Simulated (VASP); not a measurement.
All values below come from PBE GGA, VASP's PBE PAW potentials (set 64) (plane waves; VASP).

Input for VASP

KPOINTS:
```
Automatic mesh
0
gamma
  18 18 18
0 0 0
```

INCAR:
```
SYSTEM = Pt
PREC = Accurate; ENCUT = 400; LREAL = F
LASPH = T
EDIFF = 1E-7; NELM = 100; ALGO = Normal
LMAXMIX = 6
ISMEAR = -5
GGA = PE
ISIF = 2
LWAVE = F; LCHARG = T; LORBIT = 11
NEDOS = 601
```

**POSCAR**
```
Pt
1
    0.0000000000     1.9829815263     1.9829815263
    1.9829815263     0.0000000000     1.9829815263
    1.9829815263     1.9829815263     0.0000000000
Pt
1
Direct
  0.0000000000   0.0000000000   0.0000000000
```

POTCAR, in this order: Pt (PBE.64 set). Program: vasp_std.

What VASP printed:

OSZICAR:
```
       N       E                     dE             d eps       ncg     rms          rms(c)
DAV:   1     0.248072788402E+02    0.24807E+02   -0.46895E+03  4062   0.811E+02
DAV:   2    -0.622128669669E+01   -0.31029E+02   -0.29888E+02  3659   0.156E+02
DAV:   3    -0.647859440059E+01   -0.25731E+00   -0.25731E+00  4271   0.144E+01
DAV:   4    -0.647933789369E+01   -0.74349E-03   -0.74491E-03  4010   0.800E-01
DAV:   5    -0.647934335415E+01   -0.54605E-05   -0.54665E-05  3975   0.628E-02    0.117E+01
DAV:   6    -0.613570273921E+01    0.34364E+00   -0.94742E-01  3587   0.872E+00    0.619E+00
DAV:   7    -0.609959865947E+01    0.36104E-01   -0.14601E-01  3768   0.331E+00    0.250E+00
DAV:   8    -0.609647952992E+01    0.31191E-02   -0.56113E-03  3767   0.719E-01    0.502E-01
DAV:   9    -0.609628070017E+01    0.19883E-03   -0.17860E-04  3693   0.132E-01    0.213E-02
DAV:  10    -0.609628040060E+01    0.29957E-06   -0.30636E-06  4092   0.148E-02    0.420E-03
DAV:  11    -0.609628045531E+01   -0.54708E-07   -0.37962E-08  2886   0.200E-03
   1 F= -.60962805E+01 E0= -.60962805E+01  d E =0.000000E+00
```

OUTCAR:
```
------------------------ aborting loop because EDIFF is reached ----------------------------------------
  FORCE on cell =-STRESS in cart. coord.  units (eV):
  Direction    XX          YY          ZZ          XY          YZ          ZX
  --------------------------------------------------------------------------------------
  Total        0.0244467      0.0244467      0.0244467      0.0000000     -0.0000000      0.0000000
  in kB        2.5115673      2.5115673      2.5115673      0.0000000     -0.0000000      0.0000000
  external PRESSURE =       2.5115673 kB  Pullay stress =       0.0000000 kB
  volume of cell :       15.60
      direct lattice vectors                 reciprocal lattice vectors
     0.000000000  1.982981526  1.982981526    -0.252145566  0.252145566  0.252145566
     1.982981526  0.000000000  1.982981526     0.252145566 -0.252145566  0.252145566
     1.982981526  1.982981526  0.000000000     0.252145566  0.252145566 -0.252145566
 POSITION                                       TOTAL-FORCE (eV/Angst)
 -----------------------------------------------------------------------------------
      0.00000      0.00000      0.00000        -0.000000      0.000000      0.000000
 -----------------------------------------------------------------------------------
    total drift:                                0.000000     -0.000000      0.000000
  FREE ENERGIE OF THE ION-ELECTRON SYSTEM (eV)
  ---------------------------------------------------
  free  energy   TOTEN  =        -6.0962804553 eV

  energy  without entropy=       -6.0962804553  energy(sigma->0) =       -6.09628046

 total charge

# of ion       s       p       d       tot
------------------------------------------
    1        0.620   0.571   8.020   9.212
```
(Selected blocks of OUTCAR.)

For a metal the tetrahedron method with Blöchl corrections gives inexact stress and forces.

The compound is Pt in the fcc structure. It was relaxed first.
